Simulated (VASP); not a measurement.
**GW on CuI (Marshite)**

Aim: the quasiparticle gap of CuI (Marshite), and what it costs to get it. The cell is of the zinc-blende type, one of the forms listed for this formula. The start is a cell from a database of measured crystal structures.

Main program and level: VASP 6.6.1; PBE; plane waves and PAW (Cu_GW, I_GW), in the first sound run; inputs show where later runs differ.

The database entry behind the starting cell differs from later determinations by our own check (about 0.15 % long (mineral sample)), so it need not match the best structure at ambient conditions.

### Step 1. The structure

Symmetry: F-43m, No. 216, cubic system. The conventional cell has a = 6.063 Å, b = 6.063 Å, c = 6.063 Å, α = 90.00°, β = 90.00°, γ = 90.00°. Nearest to Cu lie 4 I at 2.63 Å. Nearest to I lie 4 Cu at 2.63 Å. Farther neighbours and most contacts between anions are not listed.

Structure file:

```cif
data_structure
_symmetry_space_group_name_H-M 'F-43m'
_symmetry_Int_Tables_number 216
_cell_length_a 6.0630
_cell_length_b 6.0630
_cell_length_c 6.0630
_cell_angle_alpha 90.000
_cell_angle_beta 90.000
_cell_angle_gamma 90.000
_cell_volume 222.88
loop_
_atom_site_label
_atom_site_type_symbol
_atom_site_symmetry_multiplicity
_atom_site_Wyckoff_symbol
_atom_site_fract_x
_atom_site_fract_y
_atom_site_fract_z
_atom_site_occupancy
Cu1 Cu 4 d 0.25000 0.25000 0.75000 1
I1 I 4 a 0.00000 0.00000 0.00000 1
```

### Step 2. Ground state, k-mesh 4×4×4

The orbitals come from a self-consistent PBE run with a tight EDIFF and a narrow smearing. KPOINTS_OPT adds the bands along a path, which shows whether the mesh holds the band edges.

INCAR reads:

```
SYSTEM = CuI
PREC = Accurate
ENCUT = 440
EDIFF = 1E-08
NELM = 100
ISMEAR = 0
SIGMA = 0.01
LREAL = .FALSE.
ALGO = Normal
GGA = PE
NBANDS = 15
LASPH = .TRUE.
LORBIT = 11
LWAVE = .TRUE.
LCHARG = .FALSE.
KPAR = 8
```

POSCAR reads:

```
CuI
1.0
    0.0000000000      3.0315000000      3.0315000000
    3.0315000000      0.0000000000      3.0315000000
    3.0315000000      3.0315000000      0.0000000000
Cu I
1 1
Direct
    0.2500000000      0.2500000000      0.2500000000
    0.0000000000      0.0000000000      0.0000000000
```

KPOINTS reads:

```
Automatic mesh
0
Gamma
4 4 4
0 0 0
```

KPOINTS_OPT reads:

```
Line mode
12
Line-mode
Reciprocal
  0.00000000   0.00000000   0.00000000 GAMMA
  0.50000000   0.00000000   0.50000000 X

  0.50000000   0.00000000   0.50000000 X
  0.50000000   0.25000000   0.75000000 W

  0.50000000   0.25000000   0.75000000 W
  0.37500000   0.37500000   0.75000000 K

  0.37500000   0.37500000   0.75000000 K
  0.00000000   0.00000000   0.00000000 GAMMA

  0.00000000   0.00000000   0.00000000 GAMMA
  0.50000000   0.50000000   0.50000000 L

  0.50000000   0.50000000   0.50000000 L
  0.62500000   0.25000000   0.62500000 U

  0.62500000   0.25000000   0.62500000 U
  0.50000000   0.25000000   0.75000000 W

  0.50000000   0.25000000   0.75000000 W
  0.50000000   0.50000000   0.50000000 L

  0.50000000   0.50000000   0.50000000 L
  0.37500000   0.37500000   0.75000000 K

  0.62500000   0.25000000   0.62500000 U
  0.50000000   0.00000000   0.50000000 X
```

The projector-augmented-wave data sets are Cu_GW and I_GW (PBE family, release 64).

Run with:

```
> mpirun -np 8 vasp_std
```

What it wrote:

```text
[banner, memory and clock lines left out]
running    8 mpi-ranks, on    1 nodes
 distrk:  each k-point on    1 cores,    8 groups
 distr:  one band on    1 cores,    1 groups

 POSCAR found type information on POSCAR CuI
 POSCAR found :  2 types and       2 ions
|                                                                             |
|           W    W    AA    RRRRR   N    N  II  N    N   GGGG   !!!           |
|           W    W   A  A   R    R  NN   N  II  NN   N  G    G  !!!           |
|           W    W  A    A  R    R  N N  N  II  N N  N  G       !!!           |
|           W WW W  AAAAAA  RRRRR   N  N N  II  N  N N  G  GGG   !            |
|           WW  WW  A    A  R   R   N   NN  II  N   NN  G    G                |
|           W    W  A    A  R    R  N    N  II  N    N   GGGG   !!!           |
|                                                                             |
|     For optimal performance we recommend to set                             |
|       NCORE = 2 up to number-of-cores-per-socket                            |
|     NCORE specifies how many cores store one orbital (NPAR=cpu/NCORE).      |
|     This setting can greatly improve the performance of VASP for DFT.       |
|     The default, NCORE=1 might be grossly inefficient on modern             |
|     multi-core architectures or massively parallel machines. Do your        |
|     Unfortunately you need to use the default for GW and RPA                |
|     calculations (for HF NCORE is supported but not extensively tested      |
|     yet).                                                                   |
|                                                                             |

 LDA part: xc-table for (Slater+PW92), standard interpolation
 POSCAR, INCAR and KPOINTS ok, starting setup
 FFT: planning ... GRIDC
 FFT: planning ... GRID_SOFT
 FFT: planning ... GRID
 WAVECAR not read
 entering main loop
       N       E                     dE             d eps       ncg     rms          rms(c)
DAV:   1     0.106906551844E+03    0.10691E+03   -0.72735E+03   240   0.946E+02
DAV:   2    -0.623654765848E+00   -0.10753E+03   -0.93175E+02   268   0.253E+02
DAV:   3    -0.557311415632E+01   -0.49495E+01   -0.48871E+01   324   0.553E+01
DAV:   4    -0.574640383452E+01   -0.17329E+00   -0.17322E+00   360   0.115E+01
DAV:   5    -0.574838478130E+01   -0.19809E-02   -0.19809E-02   324   0.117E+00    0.383E+00
DAV:   6    -0.569058935720E+01    0.57795E-01   -0.28082E+00   277   0.318E+01    0.590E+00
DAV:   7    -0.554630119834E+01    0.14429E+00   -0.56991E-01   284   0.176E+01    0.187E+00
DAV:   8    -0.554617195234E+01    0.12925E-03   -0.73530E-02   318   0.422E+00    0.460E-01
DAV:   9    -0.554365052512E+01    0.25214E-02   -0.18011E-02   319   0.262E+00    0.718E-02
DAV:  10    -0.554371791523E+01   -0.67390E-04   -0.88460E-04   324   0.393E-01    0.200E-02
DAV:  11    -0.554376468467E+01   -0.46769E-04   -0.72073E-05   277   0.634E-02    0.935E-03
DAV:  12    -0.554376845274E+01   -0.37681E-05   -0.88074E-06   325   0.421E-02    0.553E-03
DAV:  13    -0.554376847492E+01   -0.22183E-07   -0.12864E-06   330   0.182E-02    0.779E-04
DAV:  14    -0.554376847838E+01   -0.34515E-08   -0.13410E-07   304   0.454E-03    0.428E-04
DAV:  15    -0.554376851931E+01   -0.40931E-07   -0.14984E-08   262   0.150E-03    0.127E-04
DAV:  16    -0.554376851625E+01    0.30625E-08   -0.49970E-09   169   0.775E-04
   1 F= -.55437685E+01 E0= -.55437685E+01  d E =-.358382E-11
 Start KPOINTS_OPT (optional k-point list driver)
k-point batch [1-8\120]
       N       E                     dE             ncg
DAV:   1     0.104624173987E+04   -0.40758E+03      240
DAV:   2     0.131782691682E+03   -0.91446E+03      247
DAV:   3     0.805291579005E+02   -0.51254E+02      331
DAV:   4     0.789896511423E+02   -0.15395E+01      360
DAV:   5     0.789649684940E+02   -0.24683E-01      338
DAV:   6     0.789642843154E+02   -0.68418E-03      353
DAV:   7     0.789642752263E+02   -0.90891E-05      338
DAV:   8     0.789642748813E+02   -0.34498E-06      367
DAV:   9     0.789642748768E+02   -0.44462E-08      291
[...]
k-point batch [113-120\120]
       N       E                     dE             ncg
DAV:   1     0.830075634247E+03   -0.36326E+04      248
DAV:   2     0.467229538663E+02   -0.78335E+03      247
DAV:   3     0.157764892517E+02   -0.30946E+02      352
DAV:   4     0.147941485134E+02   -0.98234E+00      332
DAV:   5     0.147816280856E+02   -0.12520E-01      352
DAV:   6     0.147812980851E+02   -0.33000E-03      353
DAV:   7     0.147812947565E+02   -0.33287E-05      352
DAV:   8     0.147812946164E+02   -0.14009E-06      375
DAV:   9     0.147812946155E+02   -0.93210E-09      296
 writing wavefunctions
```

It took 12 s on 8 MPI ranks of Intel Xeon Platinum 8488C (Sapphire Rapids), shared host; peak memory 1.4 GiB.

Lines that name or quote the potential files are left out of all logs, and their timing lines are given in words.

OUTCAR, selected parts (step 2):

```text
ion  position               nearest neighbor table
   1  0.250  0.250  0.250-   2 2.63   2 2.63   2 2.63   2 2.63
   2  0.000  0.000  0.000-   1 2.63   1 2.63   1 2.63   1 2.63

  LATTYP: Found a face centered cubic cell.
 ALAT       =     6.0630000000

 Subroutine GETGRP returns: Found 24 space group operations
 (whereof 24 operations were pure point group operations)

The static configuration has the point symmetry T_d .

 Found      8 irreducible k-points:

   k-points           NKPTS =      8   k-points in BZ     NKDIM =      8   number of bands    NBANDS=     15

   dimension x,y,z NGX =    30 NGY =   30 NGZ =   30
   dimension x,y,z NGXF=    60 NGYF=   60 NGZF=   60

   ENCUT  =  440.0 eV  32.34 Ry    5.69 a.u.   7.33  7.33  7.33*2*pi/ulx,y,z

   NELECT =      18.0000    total number of electrons

 k-points in reciprocal lattice and weights: Automatic mesh
   0.00000000  0.00000000  0.00000000       0.016
   0.25000000  0.00000000  0.00000000       0.125
   0.50000000  0.00000000  0.00000000       0.062
   0.25000000  0.25000000  0.00000000       0.094
   0.50000000  0.25000000  0.00000000       0.375
  -0.25000000  0.25000000  0.00000000       0.188
   0.50000000  0.50000000  0.00000000       0.047
  -0.25000000  0.50000000  0.25000000       0.094

 average (electrostatic) potential at core
       1 -54.6197       2 -92.7751

 E-fermi :   4.0191

 k-point     1 :       0.0000    0.0000    0.0000
  band No.  band energies     occupation
    ...
      5       2.1237      2.00000
      6       2.1237      2.00000
      7       3.9765      2.00000
      8       3.9766      2.00000
      9       3.9766      2.00000
     10       5.0859      0.00000
     11       8.8559      0.00000
     12       8.8559      0.00000
     13       8.8559      0.00000
     14      12.1422      0.00000
    ...

 k-point     2 :       0.2500    0.0000    0.0000
  band No.  band energies     occupation
    ...
      5       2.1147      2.00000
      6       2.1147      2.00000
      7       2.7012      2.00000
      8       3.6057      2.00000
      9       3.6057      2.00000
     10       6.2247      0.00000
     11       9.4114      0.00000
     12       9.4114      0.00000
     13       9.4484      0.00000
     14      12.7709      0.00000
    ...

 k-point     3 :       0.5000    0.0000    0.0000
  band No.  band energies     occupation
    ...
      5       2.1518      2.00000
      6       2.1518      2.00000
      7       2.1963      2.00000
      8       3.2672      2.00000
      9       3.2672      2.00000
     10       6.1126      0.00000
     11       9.3970      0.00000
     12       9.3970      0.00000
     13      11.3674      0.00000
     14      13.0848      0.00000
    ...

  Total        0.1002119      0.1002119      0.1002119      0.0000000      0.0000000      0.0000000
  in kB        2.8815581      2.8815581      2.8815581      0.0000000      0.0000000      0.0000000
  external PRESSURE =       2.8815581 kB  Pullay stress =       0.0000000 kB

  energy-cutoff  :      440.00
  volume of cell :       55.72
      direct lattice vectors                 reciprocal lattice vectors
     0.000000000  3.031500000  3.031500000    -0.164934851  0.164934851  0.164934851
     3.031500000  0.000000000  3.031500000     0.164934851 -0.164934851  0.164934851
     3.031500000  3.031500000  0.000000000     0.164934851  0.164934851 -0.164934851

 POSITION                                       TOTAL-FORCE (eV/Angst)
 -----------------------------------------------------------------------------------
      1.51575      1.51575      1.51575         0.000000      0.000000      0.000000
      0.00000      0.00000      0.00000        -0.000000     -0.000000     -0.000000
 -----------------------------------------------------------------------------------
    total drift:                                0.000002      0.000002      0.000002

  FREE ENERGIE OF THE ION-ELECTRON SYSTEM (eV)
  ---------------------------------------------------
  free  energy   TOTEN  =        -5.5437685162 eV

  energy  without entropy=       -5.5437685162  energy(sigma->0) =       -5.54376852

 total charge
# of ion       s       p       d       f       tot
--------------------------------------------------
    1        0.319   0.259   9.277   0.004   9.858
    2        1.591   3.105   0.068   0.000   4.764
--------------------------------------------------
tot          1.910   3.364   9.345   0.004  14.623

[... 3 further parts left out ...]
```

This step gave:

- free energy (TOTEN): -5.544 eV
- Fermi energy: 4.019 eV
- pressure: 0.2882 GPa
- least gap on mesh and path: 1.109 eV
- least direct gap on mesh and path: 1.109 eV

The highest empty bands on the path are converged less tightly, to about 0.1 eV. The electronic bands at the labelled points (eV, zero at the valence-band top; v1 is the highest filled band, c1 the lowest empty one):

```
          point     v4     v3     v2     v1    c1    c2    c3    c4
              Γ  -1.85   0.00   0.00   0.00  1.11  4.88  4.88  4.88
0.55 of the way  -1.80  -1.18  -0.98  -0.98  3.16  3.37  7.04  7.08
              X  -1.80  -1.77  -1.50  -1.50  2.71  2.90  9.18  9.76
0.45 of the way  -1.87  -1.77  -1.55  -1.36  3.27  3.41  7.97  8.14
              W  -1.90  -1.77  -1.60  -1.26  4.49  4.65  6.01  6.39
0.45 of the way  -1.85  -1.74  -1.58  -1.25  3.75  4.64  6.59  6.98
              K  -1.83  -1.71  -1.51  -1.25  3.09  4.62  7.55  7.87
0.55 of the way  -1.83  -1.25  -0.95  -0.32  2.94  4.85  5.52  5.65
              Γ  -1.85   0.00   0.00   0.00  1.11  4.88  4.88  4.88
0.45 of the way  -1.86  -1.18  -0.32  -0.32  2.22  5.26  5.39  5.39
              L  -1.82  -1.78  -0.71  -0.71  2.14  5.42  5.42  7.39
0.45 of the way  -1.84  -1.74  -1.16  -0.90  3.04  4.88  6.12  7.22
              U  -1.83  -1.71  -1.51  -1.25  3.09  4.62  7.55  7.87
0.45 of the way  -1.84  -1.73  -1.56  -1.25  3.56  4.64  6.79  7.14
              W  -1.90  -1.77  -1.60  -1.26  4.49  4.65  6.01  6.39
0.45 of the way  -1.84  -1.72  -1.36  -1.04  3.62  4.65  6.19  7.55
              L  -1.82  -1.78  -0.71  -0.71  2.14  5.42  5.42  7.39
0.45 of the way  -1.84  -1.74  -1.16  -0.90  3.04  4.88  6.12  7.22
              K  -1.83  -1.71  -1.51  -1.25  3.09  4.62  7.55  7.87
      jump to U  -1.83  -1.71  -1.51  -1.25  3.09  4.62  7.55  7.87
0.45 of the way  -1.80  -1.79  -1.49  -1.42  2.88  3.48  8.33  8.89
              X  -1.80  -1.77  -1.50  -1.50  2.71  2.90  9.18  9.76
```

Of the projections kept (Cu, I), the largest for each band there; the rest of the weight can lie on other orbitals:

```
point       v4       v3       v2       v1       c1       c2       c3       c4
    Γ  Cu 0.99  Cu 0.64  Cu 0.64  Cu 0.64  Cu 0.53  Cu 0.60  Cu 0.60  Cu 0.60
    X  Cu 0.98  Cu 1.00  Cu 0.93  Cu 0.93  Cu 0.63  Cu 0.66   I 0.79   I 0.53
    W  Cu 0.97  Cu 1.00  Cu 0.99  Cu 0.93   I 0.53   I 0.65  Cu 0.58   I 0.56
    K  Cu 1.00  Cu 0.98  Cu 0.97  Cu 0.88  Cu 0.62   I 0.58   I 0.68   I 0.58
    Γ  Cu 0.99  Cu 0.64  Cu 0.64  Cu 0.64  Cu 0.53  Cu 0.60  Cu 0.60  Cu 0.60
    L  Cu 0.99  Cu 0.99  Cu 0.74  Cu 0.74  Cu 0.62  Cu 0.55  Cu 0.55   I 0.74
```

The cell has a gap of 1.11 eV on mesh and path. Spin-orbit coupling is left out, which can shift or reorder these edges.

### Step 3. Empty bands, k-mesh 4×4×4

The next step needs empty bands that the ground-state run didn't converge, so the Hamiltonian is diagonalised exactly for NBANDS bands, in a single step. LOPTICS writes the k-derivatives of the orbitals (WAVEDER), which give the long-wavelength limit of the screening.

INCAR reads:

```
SYSTEM = CuI
PREC = Accurate
ENCUT = 440
ISMEAR = 0
SIGMA = 0.01
LREAL = .FALSE.
GGA = PE
NBANDS = 128
LASPH = .TRUE.
ALGO = Exact
NELM = 1
LWAVE = .TRUE.
LCHARG = .FALSE.
LOPTICS = .TRUE.
NEDOS = 1000
CSHIFT = 0.1
```

POSCAR is that of step 2.

KPOINTS is that of step 2.

Run with:

```
> mpirun -np 8 vasp_std
```

What it wrote:

```text
[banner, memory and clock lines left out]
running    8 mpi-ranks, on    1 nodes
 distrk:  each k-point on    8 cores,    1 groups
 distr:  one band on    1 cores,    8 groups

 POSCAR found type information on POSCAR CuI
 POSCAR found :  2 types and       2 ions
 [... a notice as in an earlier step ...]

 LDA part: xc-table for (Slater+PW92), standard interpolation
 found WAVECAR, reading the header
  number of bands has changed, file:    15 present:   128
  trying to continue reading WAVECAR, but it might fail
 POSCAR, INCAR and KPOINTS ok, starting setup
 FFT: planning ... GRIDC
 FFT: planning ... GRID_SOFT
 FFT: planning ... GRID
 reading WAVECAR
 random initialization beyond band           15
 the WAVECAR file was read successfully
 initial charge from wavefunction
 entering main loop
       N       E                     dE             d eps       ncg     rms          rms(c)
DIA:   1    -0.554376851849E+01   -0.55438E+01    0.00000E+00     0   0.000E+00
   1 F= -.55437685E+01 E0= -.55437685E+01  d E =-.267585E-52
 writing wavefunctions
 optical routines
 imaginary and real dielectric function
 recalculating local potential from charge density
 direction            1
 direction            2
 direction            3
```

The job ended after 7.6 s (8 MPI ranks; peak memory 1.2 GiB; 43 s of CPU time).

Parts of OUTCAR (step 3):

```text
The static configuration has the point symmetry T_d .

 Found      8 irreducible k-points:

   k-points           NKPTS =      8   k-points in BZ     NKDIM =      8   number of bands    NBANDS=    128

   NELECT =      18.0000    total number of electrons

 E-fermi :   4.0828

 k-point     1 :       0.0000    0.0000    0.0000
  band No.  band energies     occupation
    ...
      5       2.1237      2.00000
      6       2.1237      2.00000
      7       3.9765      2.00000
      8       3.9765      2.00000
      9       3.9765      2.00000
     10       5.0859      0.00000
     11       8.8559      0.00000
     12       8.8559      0.00000
     13       8.8559      0.00000
     14      12.1422      0.00000
    ...

 k-point     2 :       0.2500    0.0000    0.0000
  band No.  band energies     occupation
    ...
      5       2.1146      2.00000
      6       2.1146      2.00000
      7       2.7012      2.00000
      8       3.6056      2.00000
      9       3.6056      2.00000
     10       6.2247      0.00000
     11       9.4114      0.00000
     12       9.4114      0.00000
     13       9.4484      0.00000
     14      12.7709      0.00000
    ...

  Total        0.1017580      0.1017580      0.1017580      0.0000000     -0.0000000      0.0000000
  in kB        2.9260152      2.9260152      2.9260152      0.0000000     -0.0000000      0.0000000
  external PRESSURE =       2.9260152 kB  Pullay stress =       0.0000000 kB

 POSITION                                       TOTAL-FORCE (eV/Angst)
 -----------------------------------------------------------------------------------
      1.51575      1.51575      1.51575        -0.000000     -0.000000     -0.000000
      0.00000      0.00000      0.00000         0.000000      0.000000      0.000000
 -----------------------------------------------------------------------------------
    total drift:                                0.000002      0.000002      0.000002

  FREE ENERGIE OF THE ION-ELECTRON SYSTEM (eV)
  ---------------------------------------------------
  free  energy   TOTEN  =        -5.5437685185 eV

  energy  without entropy=       -5.5437685185  energy(sigma->0) =       -5.54376852

 plasma frequency squared (from intraband transitions) (eV^2)
  --------------------------------------------------------------------------------------
       0.000      -0.000      -0.000
      -0.000       0.000       0.000
      -0.000       0.000       0.000

[... 10 parts as in an earlier step ...]

[... 2 further parts left out ...]
```

The gap is read on the k-mesh alone, so it is an upper bound where the band edges lie off the mesh.

A gap read on the k-mesh alone can miss the band edges.

This step gave:

- gap on the k-mesh: 1.109 eV
- least direct gap on the k-mesh: 1.109 eV

WAVECAR now holds 128 bands for 18 electrons. Its independent-particle dielectric tensor has xx, yy, zz = 10.0, 10.0, 10.0 on this mesh, which isn't tested for convergence in mesh or bands and lacks local fields.

[end of part 1 of 3]

[Lines on the potential files, build, host, timing and source positions are cut from VASP's logs without a mark.]

[Logs are printed without paths, hosts, clocks, repeated set-up lines and the standing remarks that a program may print on its own settings, such as how far it seeks lower states.]

[Hosts, paths, dates, database ids (printed as entryN), source tags and the programs' standing remarks are cut or masked in the printed files.]

[Pressures printed for these runs are not shown converged in the cutoff: they can be off by several GPa and have the wrong sign.]
